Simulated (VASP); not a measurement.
Data:

```xyz
6
Lattice="4.4098 0.0000 0.0000 0.0000 4.4098 0.0000 0.0000 0.0000 2.8774" Properties=species:S:1:pos:R:3 pbc="T T T"
Mn     0.0000     0.0000     0.0000
Mn     2.2049     2.2049     1.4387
O      1.3423     1.3423     0.0000
O      3.5472     0.8626     1.4387
O      0.8626     3.5472     1.4387
O      3.0675     3.0675     0.0000
```
Starting moments (μB, in the order of the record's atoms Mn Mn O O O O): 2.6 -2.6 -0.1 0.1 0.1 -0.1.

These are TPSS meta-GGA, VASP's PBE PAW potentials (set 64) (plane waves; VASP) values and carry that method's errors. Settings: 520 eV cut-off, 8×8×12 Γ-centred mesh, tetrahedra with Blöchl corrections, potentials Mn_pv O.

### Question
Give the spin-up energies of bands 16 to 29 at the high-symmetry points, in eV from the Fermi level.

### Answer

```json
[
 {"band": "16", "Γ": "-3.97", "Y": "-4.08", "C0": "-4.08", "Z": "-4.90", "A0": "-4.86", "T": "-4.86", "S": "-4.69", "R": "-5.00"},
 {"band": "17", "Γ": "-3.87", "Y": "-3.91", "C0": "-3.91", "Z": "-4.52", "A0": "-4.49", "T": "-4.49", "S": "-4.42", "R": "-3.89"},
 {"band": "18", "Γ": "-3.41", "Y": "-2.93", "C0": "-2.93", "Z": "-4.11", "A0": "-4.03", "T": "-4.03", "S": "-4.08", "R": "-3.81"},
 {"band": "19", "Γ": "-2.52", "Y": "-2.57", "C0": "-2.57", "Z": "-4.07", "A0": "-3.35", "T": "-3.35", "S": "-3.71", "R": "-3.78"},
 {"band": "20", "Γ": "-2.51", "Y": "-2.51", "C0": "-2.51", "Z": "-3.35", "A0": "-2.30", "T": "-2.30", "S": "-2.78", "R": "-3.62"},
 {"band": "21", "Γ": "-1.75", "Y": "-2.49", "C0": "-2.49", "Z": "-2.94", "A0": "-2.18", "T": "-2.18", "S": "-2.08", "R": "-2.32"},
 {"band": "22", "Γ": "-1.58", "Y": "-2.44", "C0": "-2.44", "Z": "-2.42", "A0": "-2.15", "T": "-2.15", "S": "-1.43", "R": "-1.85"},
 {"band": "23", "Γ": "-1.08", "Y": "-2.00", "C0": "-2.00", "Z": "-2.28", "A0": "-1.43", "T": "-1.43", "S": "-1.41", "R": "-1.82"},
 {"band": "24", "Γ": "-0.99", "Y": "-1.98", "C0": "-1.98", "Z": "-0.92", "A0": "-0.74", "T": "-0.74", "S": "-1.40", "R": "-1.59"},
 {"band": "25", "Γ": "-0.41", "Y": "-0.12", "C0": "-0.12", "Z": "-0.18", "A0": "-0.74", "T": "-0.74", "S": "-0.70", "R": "-1.25"},
 {"band": "26", "Γ": "-0.06", "Y": "0.06", "C0": "0.06", "Z": "1.29", "A0": "1.12", "T": "1.12", "S": "0.99", "R": "0.82"},
 {"band": "27", "Γ": "0.49", "Y": "0.49", "C0": "0.49", "Z": "1.44", "A0": "1.35", "T": "1.35", "S": "1.29", "R": "1.20"},
 {"band": "28", "Γ": "1.23", "Y": "2.28", "C0": "2.28", "Z": "1.61", "A0": "1.65", "T": "1.65", "S": "1.92", "R": "1.43"},
 {"band": "29", "Γ": "2.08", "Y": "2.29", "C0": "2.29", "Z": "1.93", "A0": "1.96", "T": "1.96", "S": "2.48", "R": "1.52"}
]
```

### Question
Give the spin-down energies of bands 16 to 29 at the high-symmetry points, in eV from the Fermi level.

### Answer

```
band      Γ      Y     C0      Z     A0      T      S      R
----  -----  -----  -----  -----  -----  -----  -----  -----
16    -3.97  -4.08  -4.08  -4.90  -4.86  -4.86  -4.69  -5.00
17    -3.87  -3.91  -3.91  -4.52  -4.49  -4.49  -4.42  -3.89
18    -3.41  -2.93  -2.93  -4.11  -4.03  -4.03  -4.08  -3.81
19    -2.52  -2.57  -2.57  -4.07  -3.35  -3.35  -3.71  -3.78
20    -2.51  -2.51  -2.51  -3.35  -2.30  -2.30  -2.78  -3.62
21    -1.75  -2.49  -2.49  -2.94  -2.18  -2.18  -2.08  -2.32
22    -1.58  -2.44  -2.44  -2.42  -2.15  -2.15  -1.43  -1.85
23    -1.08  -2.00  -2.00  -2.28  -1.43  -1.43  -1.41  -1.82
24    -0.99  -1.98  -1.98  -0.92  -0.74  -0.74  -1.40  -1.59
25    -0.41  -0.12  -0.12  -0.18  -0.74  -0.74  -0.70  -1.25
26    -0.06   0.06   0.06   1.29   1.12   1.12   0.99   0.82
27     0.49   0.49   0.49   1.44   1.35   1.35   1.29   1.20
28     1.23   2.28   2.28   1.61   1.65   1.65   1.92   1.43
29     2.08   2.29   2.29   1.93   1.96   1.96   2.48   1.52
```

It has no gap at this level: it comes out as a metal or semimetal.

The compound is MnO2 in the rutile structure. It was relaxed first.
